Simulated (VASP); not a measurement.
Here is a VASP 6.6.1 calculation.

Contents of INCAR:

```
PREC = Accurate
ENCUT = 600
EDIFF = 1E-6
ISMEAR = 1
SIGMA = 0.1
LREAL = False
LASPH = True
NELM = 80
ALGO = Normal
ISIF = 3
LWAVE = False
LCHARG = False
GGA = PS
IBRION = 2
NSW = 90
EDIFFG = -0.01
```

File KPOINTS:

```
Automatic mesh
0
Gamma
  15 15 9
```

File POSCAR:

```
Ru
1.0
    2.7058000000      0.0000000000      0.0000000000
   -1.3529000000      2.3432915400      0.0000000000
    0.0000000000      0.0000000000      4.2819000000
Ru
2
Direct
    0.3333333300      0.6666666700      0.2500000000
    0.6666666700      0.3333333300      0.7500000000
```

Potentials or basis: VASP PAW PBE potentials, release 64 (Ru_pv).

Run with:

```bash
$ cat potpaw_PBE.64/Ru_pv/POTCAR > POTCAR
$ mpirun -np 1 vasp_std > vasp.out
```

(1) What does it give for the relaxed cell?

(2) What does it give for the band gap on the k mesh?

(3) Predict the space group after relaxing (to 0.05 Å).

(4) Estimate the relaxed volume.

## Answers

(1) a = 2.688 Å, b = 2.688 Å, c = 4.255 Å, α = 90.00°, β = 90.00°, γ = 120.00°.

(2) none (metal or under the smearing width).

(3) P6_3/mmc (No. 194).

(4) 13.32 Å³/atom.

Caveat: the PAW data sets were made with another functional, which shifts forces and pressure a little.
